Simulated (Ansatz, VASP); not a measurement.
# Cross-check of Ti2CO2 (Ti2CO2 MXene bilayer, AB) between VASP and Ansatz

Aim: how closely do two programs agree when they are given the same cell, functional and k mesh? The cell is taken from a series of runs on this material, whose earlier steps may have relaxed, scaled, displaced or heated it; both programs get it as it stands.

Program: Ansatz 0.2.0. Level of theory: plane waves, with VASP 6.6.1 beside it; single point at r2SCAN with D4. Results are calculated unless marked as measured.

## 1. Set-up

The cell holds 10 atoms: 4 O, 4 Ti and 2 C. Cell: a = 3.014 Å, b = 3.014 Å, c = 29.874 Å, α = 90.0°, β = 90.0°, γ = 120.0°. Vacuum lies along c.

## 2. Ansatz: single point, r2SCAN with D4

Ansatz runs on its PAW soft_1 files.

A single point gives forces, pressure and levels at one fixed geometry, so differences don't come from the geometry; what else differs is listed under the comparison.

Contents of input.yaml:

```yaml
crystal:
  lattice:
    - [3.0138479305, 0.0, 0.0]
    - [-1.5069239653, 2.610068871, 0.0]
    - [0.0, 0.0, 29.8744625065]
  atoms:
    - { symbol: O, position: [0.3333333333, 0.6666666667, 0.3012606502] }
    - { symbol: Ti, position: [0.6666666667, 0.3333333333, 0.3312323931] }
    - { symbol: C, position: [0.0, 0.0, 0.374888706] }
    - { symbol: Ti, position: [0.3333333333, 0.6666666667, 0.4185337998] }
    - { symbol: O, position: [0.6666666667, 0.3333333333, 0.4484683746] }
    - { symbol: O, position: [0.6666666667, 0.3333333333, 0.5515316254] }
    - { symbol: Ti, position: [0.0, 0.0, 0.5814662002] }
    - { symbol: C, position: [0.3333333333, 0.6666666667, 0.625111294] }
    - { symbol: Ti, position: [0.6666666667, 0.3333333333, 0.6687676069] }
    - { symbol: O, position: [0.0, 0.0, 0.6987393498] }
kpoints:
  mp_grid: { grid: [18, 18, 1] }
  band_path:
    path: [[0, 0, 0], [0.5, 0, 0], [0.33333333, 0.33333333, 0], [0, 0, 0]]
    npoints: 16
hamiltonian:
  xc: r2scan
  dispersion: d4
  pseudopotentials: { kind: paw, azcp: { folder: soft_1 } }
scf:
  occupations: { method: fermi_dirac, width: 0.05 }
  convergence: { dr2_threshold: 1.0e-10 }
efield:
  axis: 3
  dipole_correction: true
  ramp_position: 0.97
  ramp_width: 0.06
  amplitude: 0
output:
  dos: { projected: true, e_range: [-6, 5] }
  bader: true
  write_potential: true
  write_density: true
  volumetric_format: npy
  elf: true
```

On the command line:

```bash
> ansatz run input.yaml --threads 4 --pin off --max-ram 6144MiB --backend cpu --events-out ev --progress --plain --runs-dir out
```

Numbers of over 12 decimals in the logs are rounded to 6 here.

What it wrote:

```text
Engine: ansatz 0.2.0, aarch64-unknown-linux-gnu
Pseudopotentials: kind: paw
Pseudopotential: O, paw, valence charge 6, recommended cutoff 500 eV (meta_gga), soft_1/O.paw.azcp
Pseudopotential: Ti, paw, valence charge 12, recommended cutoff 500 eV (meta_gga), soft_1/Ti.paw.azcp
Pseudopotential: C, paw, valence charge 4, recommended cutoff 500 eV (meta_gga), soft_1/C.paw.azcp
Functional definition: r2SCAN
  parameter k0 = 0.174
  parameter k1 = 0.065
  parameter a1 = 4.9479
  exchange = r2scan_x(k0 = k0, k1 = k1, a1 = a1)
  correlation = r2scan_c
Crystal: 10 atoms, lattice volume = 235.003 Å³
Basis set: ecut = 500 eV, 6073 PW (Γ), exchange–correlation on 96×96×900 points (64 copies of the dense FFT grid, shifted against one another)
Bands: 50, of which v1, the nominal top of the filled ones, is band 40 counted from 1 (39 counted from 0)
Symmetry: 6 space group operations
k-points: 37 of 324 (time reversal used)
Non-local potential: O, projectors of the file, l = 0: 2, l = 1: 2, l = 2: 1
Non-local potential: Ti, projectors of the file, l = 0: 3, l = 1: 2, l = 2: 3, l = 3: 1
Non-local potential: C, projectors of the file, l = 0: 2, l = 1: 2, l = 2: 1
PAW form: soft (Blöchl's): semilocal exchange-correlation on the pseudo side does not see the compensation charge
PAW frozen core: O, regenerated for the run's functional (the file was generated under x = pbe(κ = 0.804, μ = 0.219515), c = pbe(β = 0.066725))
PAW frozen core: Ti, regenerated for the run's functional (the file was generated under x = pbe(κ = 0.804, μ = 0.219515), c = pbe(β = 0.066725))
PAW frozen core: C, regenerated for the run's functional (the file was generated under x = pbe(κ = 0.804, μ = 0.219515), c = pbe(β = 0.066725))
PAW one-centre angular grid: O, 302 points (default); XC on 160 Gauss nodes
PAW one-centre angular grid: Ti, 590 points (default); XC on 160 Gauss nodes
PAW one-centre angular grid: C, 302 points (default); XC on 219 of its mesh's 2255 points in the sphere
Initial density: superposition of atomic densities (neutral atoms: chi_scale 0, normalization atom)
Initial wavefunctions: pseudopotential atomic-orbital guess
Functional: x = r2scan, c = r2scan; τ floored in thin density (d = 2e-4 eV/Å³)
SCF iter   1: F=—  HF=-12821.997143 eV  |F-HF|=—  |Δ(HF+E_count)|=         —  Δρ=1.50e-1  dr2=6.27e1  dr2_τ=4.44e0  ethr=3.10e-3  p=0.000 e·Å  D=1.23e-13 V/Å  ΔV_dip=-0.00 eV  dr2_dipole=1.46e-8  V_vac-E_F(+/−)=9.64/9.64 eV  ⟨swp⟩=7.6  Hψ=8486  notcnv=0  defer=3
efield: sawtooth ramp at fractional position 0.9700 (set: `efield.ramp_position`, or a place that a band, a saddle search or an elastic batch's reference lends), width 0.0600; the density the first Hamiltonian is built on has a dipole p = 0.000 e·Å; the dipole correction subtracts the counter field D = 1.23e-13 V/Å, which shifts the + side's vacuum level by -0.00 eV against the − side's; the planar-averaged density in the ramp window peaks in size at 1.7e-6 e/Å³
preconditioner: auto → Resta (q_TF=auto, 2.280 Å⁻¹)  ε∞=2.9  [insulator: Δε(μ)=2.959 eV  Ē_g=12.143 eV  σ=0.050 eV  W_gap=1.00  n_scr=20 (ndim 8)  ℏωp=16.8 eV  f_vac=0.506  D(μ)=0.00/eV (n_scr^D=0)  ε∞_Penn≈2.9  vacuum switching on, ρ_ref=1.1e-2 e/Å³]
SCF iter   2: F=—  HF=-12809.949950 eV  |F-HF|=—  |Δ(HF+E_count)|=    1.20e1  Δρ=8.99e-2  dr2=1.77e1  dr2_τ=3.93e0  ethr=3.10e-3  p=-0.000 e·Å  D=-3.02e-5 V/Å  ΔV_dip=0.00 eV  dr2_dipole=7.12e-8  V_vac-E_F(+/−)=8.11/8.11 eV  ⟨swp⟩=5.3  Hψ=5732  notcnv=0  defer=126
preconditioner: auto → LDOS  [insulator: Δε(μ)=0.207 eV  Ē_g=8.398 eV  σ=0.050 eV  W_gap=0.61  n_scr=20 (ndim 8)  ℏωp=16.8 eV  f_vac=0.512  D(μ)=0.29/eV (n_scr^D=4)  ε∞_Penn≈5.0  β→1.0]
SCF iter   3: F=—  HF=-12809.400199 eV  |F-HF|=—  |Δ(HF+E_count)|=   5.50e-1  Δρ=3.80e-2  dr2=7.86e0  dr2_τ=2.38e-1  ethr=3.10e-3  p=0.000 e·Å  D=1.39e-4 V/Å  ΔV_dip=-0.00 eV  dr2_dipole=5.58e-7  V_vac-E_F(+/−)=4.23/4.24 eV  ⟨swp⟩=5.1  Hψ=4923  notcnv=0  defer=92
SCF iter   4: F=—  HF=-12808.026774 eV  |F-HF|=—  |Δ(HF+E_count)|=    1.37e0  Δρ=1.63e-2  dr2=7.04e-1  dr2_τ=3.64e-2  ethr=3.10e-3  p=0.000 e·Å  D=3.30e-6 V/Å  ΔV_dip=-0.00 eV  dr2_dipole=3.28e-8  V_vac-E_F(+/−)=5.86/5.86 eV  ⟨swp⟩=3.2  Hψ=3253  notcnv=0  defer=126
SCF iter   5: F=—  HF=-12807.948983 eV  |F-HF|=—  |Δ(HF+E_count)|=   7.78e-2  Δρ=5.92e-3  dr2=7.17e-2  dr2_τ=8.57e-3  ethr=8.80e-4  p=0.000 e·Å  D=6.54e-5 V/Å  ΔV_dip=-0.00 eV  dr2_dipole=6.11e-7  V_vac-E_F(+/−)=5.89/5.89 eV  ⟨swp⟩=3.8  Hψ=4106  notcnv=0  defer=114
SCF iter   6: F=—  HF=-12807.946126 eV  |F-HF|=—  |Δ(HF+E_count)|=   2.86e-3  Δρ=3.10e-3  dr2=2.41e-2  dr2_τ=1.19e-3  ethr=8.96e-5  p=-0.000 e·Å  D=-1.51e-5 V/Å  ΔV_dip=0.00 eV  dr2_dipole=1.48e-7  V_vac-E_F(+/−)=5.80/5.80 eV  ⟨swp⟩=3.2  Hψ=2794  notcnv=0  defer=114
[...]
SCF iter  10: F=—  HF=-12807.942313 eV  |F-HF|=—  |Δ(HF+E_count)|=   2.04e-5  Δρ=6.01e-5  dr2=2.28e-5  dr2_τ=8.29e-7  ethr=1.09e-8  p=-0.000 e·Å  D=-6.71e-6 V/Å  ΔV_dip=0.00 eV  dr2_dipole=1.52e-9  V_vac-E_F(+/−)=5.71/5.71 eV  ⟨swp⟩=2.6  Hψ=3430  notcnv=0  defer=114
SCF iter  11: F=—  HF=-12807.942302 eV  |F-HF|=—  |Δ(HF+E_count)|=   1.13e-5  Δρ=1.20e-5  dr2=2.54e-7  dr2_τ=2.36e-8  ethr=1.09e-8  p=0.000 e·Å  D=1.09e-5 V/Å  ΔV_dip=-0.00 eV  dr2_dipole=2.98e-9  V_vac-E_F(+/−)=5.71/5.71 eV  ⟨swp⟩=2.1  Hψ=2421  notcnv=0  defer=114
SCF iter  12: F=—  HF=-12807.942088 eV  |F-HF|=—  |Δ(HF+E_count)|=   2.14e-4  Δρ=3.83e-6  dr2=5.15e-8  dr2_τ=3.61e-9  ethr=3.18e-10  p=0.000 e·Å  D=3.56e-6 V/Å  ΔV_dip=-0.00 eV  dr2_dipole=4.31e-10  V_vac-E_F(+/−)=5.71/5.71 eV  ⟨swp⟩=3.5  Hψ=4006  notcnv=0  defer=114
SCF iter  13: F=—  HF=-12807.942088 eV  |F-HF|=—  |Δ(HF+E_count)|=  2.22e-10  Δρ=2.12e-6  dr2=2.47e-8  dr2_τ=1.16e-9  ethr=6.44e-11  p=0.000 e·Å  D=1.13e-5 V/Å  ΔV_dip=-0.00 eV  dr2_dipole=4.31e-9  V_vac-E_F(+/−)=5.71/5.71 eV  ⟨swp⟩=2.3  Hψ=2613  notcnv=0  defer=114
SCF iter  14: F=—  HF=-12807.942088 eV  |F-HF|=—  |Δ(HF+E_count)|=   2.72e-9  Δρ=5.75e-7  dr2=1.68e-9  dr2_τ=7.41e-11  ethr=3.09e-11  p=0.000 e·Å  D=6.70e-6 V/Å  ΔV_dip=-0.00 eV  dr2_dipole=5.11e-10  V_vac-E_F(+/−)=5.71/5.71 eV  ⟨swp⟩=2.1  Hψ=2457  notcnv=0  defer=114
SCF iter  15: F=—  HF=-12807.942088 eV  |F-HF|=—  |Δ(HF+E_count)|=   1.52e-9  Δρ=3.07e-7  dr2=8.55e-10  dr2_τ=2.06e-11  ethr=2.11e-12  p=0.000 e·Å  D=5.75e-6 V/Å  ΔV_dip=-0.00 eV  dr2_dipole=2.65e-10  V_vac-E_F(+/−)=5.71/5.71 eV  ⟨swp⟩=2.7  Hψ=2648  notcnv=0  defer=114
SCF iter  16: F=—  HF=-12807.942088 eV  |F-HF|=—  |Δ(HF+E_count)|=  2.98e-10  Δρ=1.67e-7  dr2=6.70e-10  dr2_τ=5.85e-12  ethr=1.07e-12  p=0.000 e·Å  D=4.73e-6 V/Å  ΔV_dip=-0.00 eV  dr2_dipole=3.38e-10  V_vac-E_F(+/−)=5.71/5.71 eV  ⟨swp⟩=2.1  Hψ=2464  notcnv=0  defer=114
SCF iter  17: F=—  HF=-12807.942088 eV  |F-HF|=—  |Δ(HF+E_count)|=  2.55e-11  Δρ=1.37e-7  dr2=2.85e-10  dr2_τ=3.67e-12  ethr=1.00e-12  p=0.000 e·Å  D=3.70e-6 V/Å  ΔV_dip=-0.00 eV  dr2_dipole=1.26e-10  V_vac-E_F(+/−)=5.71/5.71 eV  ⟨swp⟩=1.8  Hψ=2013  notcnv=0  defer=114
SCF iter  18: F=—  HF=-12807.942088 eV  |F-HF|=—  |Δ(HF+E_count)|=  2.00e-10  Δρ=2.25e-7  dr2=3.89e-10  dr2_τ=1.15e-11  ethr=1.00e-12  p=0.000 e·Å  D=2.30e-6 V/Å  ΔV_dip=-0.00 eV  dr2_dipole=9.77e-11  V_vac-E_F(+/−)=5.71/5.71 eV  ⟨swp⟩=2.0  Hψ=2316  notcnv=0  defer=114
SCF iter  19: F=-12807.942088 eV  HF=-12807.942088 eV  |F-HF|=1.89e-10  |Δ(HF+E_count)|=  8.91e-11  Δρ=1.40e-7  dr2=7.40e-11  dr2_τ=5.65e-12  ethr=1.00e-12  p=0.000 e·Å  D=1.00e-6 V/Å  ΔV_dip=-0.00 eV  dr2_dipole=1.28e-11  V_vac-E_F(+/−)=5.71/5.71 eV  ⟨swp⟩=11.7  Hψ=7308  notcnv=0
SCF 1 converged in 19 iterations: F = -12807.942088 eV  dr2 = 7.40e-11
  greatest PAW one-centre occupation: 1.000 electrons in one spin orbital (limit 2), on the Ti atom at site 3 (counted from 0), in its partial waves of l = 1
NSCF: frozen V_eff on 49 k-points
efield: sawtooth ramp at fractional position 0.9700 (kept from the solve that this one continues, or follows in the run), width 0.0600; the density the first Hamiltonian is built on has a dipole p = 0.000 e·Å; the dipole correction subtracts the counter field D = 1.00e-6 V/Å, which shifts the + side's vacuum level by -0.00 eV against the − side's; the planar-averaged density in the ramp window peaks in size at 1.7e-6 e/Å³
WARN: The output density's exchange-correlation potential varies sharply where the density is thin. Do not read a vacuum level from v_tot or v_xc, or from such a field of the output density. On a cell that repeats whose density bears no net charge and no dipole along the vacuum's axis use v_es (v_loc + v_h of the components); under efield.dipole_correction with no amplitude use v_es + v_field, which holds any externa [...]
SCF converged after 19 iterations
Free energy (F): -12807.942088 eV
Harris-Foulkes:  -12807.942088 eV  (|F-HF|=1.89e-10)
Internal energy: -12807.941891 eV  (E = F + TS)
E sigma→0 (E₀):  -12807.941989 eV
Entropy (-TS):   -0.000197 eV (-0.020 meV/atom)
Fermi energy:    2.278561 eV
Dipole field:    D = -0.000003 V/Å  (p = -0.000004 e·Å, saw-weighted, corrected)
Work function:   Φ+ = 5.7109 eV   Φ− = 5.7108 eV
Levels:          The Fermi level and band energies are counted from a zero that moves with the ramp; work functions are not
--- Per-component energies (eV) ---
  E_band       = -1515.783477
  E_kinetic    = 1972.089296
  E_local      = -108689.556890  (includes V_loc(G=0)·N_el)
  E_nonlocal   = 481.571786
  E_hartree    = 53366.035696
  E_xc         = -831.782762
  E_vxc        = -1188.816679  (∫ρ·V_xc dr)
  E_paw        = -5055.700418  (= ΣΔE_a)
  E_vpaw       = -898.089504  (= ΣTr[D̂ρ^β])
  E_aug_tail   = 0.001111  (compensation charges beyond the density's cutoff)
  E_vtau       = 74.947134  (kinetic-family band-sum trace: ∫τ·v_τ [+ j·A + Jᵃ·Aᵃ] dr)
  E_efield     = 0.000000  (sawtooth field / dipole correction)
  E_vefield    = 0.000000  (∫n·V_field dr)
  E_ewald      = 45951.280311
  E_disp       = -0.688882  (pairwise vdW)
  E_core_change = -1.191138  (= ΣΔE_core)
  E_smearing   = -0.000197  (= −TS)
  E_closure    = -0.000000  (closes the sum)
  Σ components = -12807.942088   (vs F -12807.942088, Δ=0.00e0)
--- Band table (eV; the first three rows and the last of 37) ---
  k-point 0: bands = [... 36 lower, 2.0504, 2.0504, 2.0597, 2.0597, 2.8971, 2.8971, 2.8979, 2.8979, ... 6 higher]
  k-point 1: bands = [... 36 lower, 1.6518, 1.6608, 1.7990, 1.8068, 3.0662, 3.0677, 3.1556, 3.1589, ... 6 higher]
  k-point 2: bands = [... 36 lower, 0.9656, 1.1186, 1.3829, 1.3894, 3.0608, 3.0755, 3.5197, 3.5240, ... 6 higher]
  k-point 36: bands = [... 36 lower, -1.0762, -0.9683, -0.9683, -0.8348, 3.4114, 3.4114, 3.8584, 3.8584, ... 6 higher]
--- Bader charges: 10 sites ---
  site symbol  charge [e]  shift [e]
     0      O     -1.1769     0.0026
     1     Ti      2.0751     0.0009
     2      C     -1.7961     0.0035
     3     Ti      2.0743     0.0009
     4      O     -1.1764     0.0026
     5      O     -1.1764     0.0026
     6     Ti      2.0743     0.0009
     7      C     -1.7961     0.0035
     8     Ti      2.0751     0.0009
     9      O     -1.1769     0.0026
  estimated error of the sums over rays = 7.7e-4 e
```

(Part 1 of 2 ends here.)

[Lines on the potential files, build, host, timing and source positions are cut from VASP's logs without a mark.]

[Logs are printed without paths, hosts, clocks, repeated set-up lines and the standing remarks that a program may print on its own settings, such as how far it seeks lower states.]

[Hosts, paths, dates, database ids (printed as entryN), source tags and the programs' standing remarks are cut or masked in the printed files.]
